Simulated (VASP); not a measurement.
An input for Quantum ESPRESSO's pw.x (written as the equivalent of a VASP run, and not itself run):

```
&CONTROL
  calculation = 'vc-relax'
  pseudo_dir = './pseudo'
  outdir = './out'
  tprnfor = .true.
  tstress = .true.
  nstep = 60
  forc_conv_thr = 0.00039
/
&SYSTEM
  ibrav = 0
  nat = 2
  ntyp = 1
  ecutwfc = 84
  occupations = 'smearing'
  smearing = 'methfessel-paxton'
  degauss = 0.00735
  input_dft = 'vdw-df2'
/
&ELECTRONS
  conv_thr = 7.3e-08
  electron_maxstep = 100
/
&IONS
/
&CELL
/
ATOMIC_SPECIES
  Zn 65.380 Zn.upf
CELL_PARAMETERS angstrom
     1.3300000   -2.3036280    0.0000000
     1.3300000    2.3036280    0.0000000
     0.0000000    0.0000000    4.9500000
ATOMIC_POSITIONS crystal
  Zn   0.3333330  0.6666670  0.2500000
  Zn   0.6666670  0.3333330  0.7500000
K_POINTS automatic
  14 14 7 0 0 0
```

Write the VASP files for the same calculation (vdW-DF2).

This is not unique; one that fits is 
File POSCAR:
```
Zn
1.0
  1.3300000000  -2.3036280000   0.0000000000
  1.3300000000   2.3036280000   0.0000000000
  0.0000000000   0.0000000000   4.9500000000
Zn
2
Cart
  1.3300000000   0.7678775358   1.2375000000
  1.3300000000  -0.7678775358   3.7125000000
```

File KPOINTS:
```
Automatic
0
Gamma
 14 14 7
0 0 0
```

### INCAR
```
GGA = ML
ISIF = 3   ! ions, shape and volume
AGGAC = 0.0
LUSE_VDW = T
SIGMA = 0.1
LMAXMIX = 4   ! l cut-off of mixed one-centre charges
ZAB_VDW = -1.8867
IBRION = 2
NSW = 60   ! most ionic steps
SYSTEM = Zn
EDIFF = 1E-6
PREC = Accurate
LASPH = T
NELM = 100
ENCUT = 520   ! plane-wave cut-off (eV)
ISMEAR = 1
EDIFFG = -0.01
LWAVE = F
LREAL = F
ALGO = Normal
LCHARG = F
```

POTCAR, in this order: Zn (PBE.64 set). Program: vasp_std.

The two are equivalent in intent, not identical: the potentials are each code's own (VASP's PAW set, PseudoDojo norm-conserving files in pw.x), so ENCUT and ecutwfc are chosen apart and not converted; conv_thr bounds pw.x's estimated SCF error, while EDIFF bounds the energy change between steps; forc_conv_thr acts on force components and is met together with etot_conv_thr.

The compound is Zn in the hcp structure. This run relaxes it. Symmetry was kept, so distortions that lower it aren't found.
